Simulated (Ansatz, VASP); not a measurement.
# Two plane-wave programs on Si3Au

```
CELL_PARAMETERS angstrom
0.00000 3.11342 3.11342
3.11342 0.00000 3.11342
3.11342 3.11342 0.00000
ATOMIC_POSITIONS crystal
Si 0.50000 0.50000 0.50000
Si 0.25000 0.25000 0.25000
Si 0.75000 0.75000 0.75000
Au 0.00000 0.00000 0.00000
```

Change from the starting cell: species swapped into the Ni3Sn type (Fm-3m, No. 225).

Alike in both runs: task relaxation of cell and atoms; functional PBE; k mesh 6 × 6 × 6; occupations gaussian, width 0.1 eV; no spin polarisation.

|  | VASP | Ansatz |
| --- | --- | --- |
| version | VASP 6.6.1 | Ansatz 0.2.0 |
| potentials or method | VASP PAW PBE potentials, release 64 (Si, Au) | scalar-relativistic, plane waves, PAW |
| plane-wave cutoff (eV) | 600 | 420 |
| valence electrons in the cell | 23 | 31 |

|  | VASP | Ansatz | Ansatz less VASP |
| --- | --- | --- | --- |
| gap on the k mesh at the Fermi level, each at its own relaxed structure (eV) | none | none | - |
| relaxed volume (Å³/atom) | 16.37 | 16.43 | +0.055 |
| relaxed cell length with the largest relative difference (Å) | 4.525 | 4.530 | +0.0051 |
| energy change over the relaxation (meV/atom) | -37 | -38 | -0.8 |

A gap of «none» marks a metal or a gap that the smearing closes. The two sets of potentials don't hold the same shells in valence.

The runs have no spin-orbit coupling, so splittings on Au are missing.
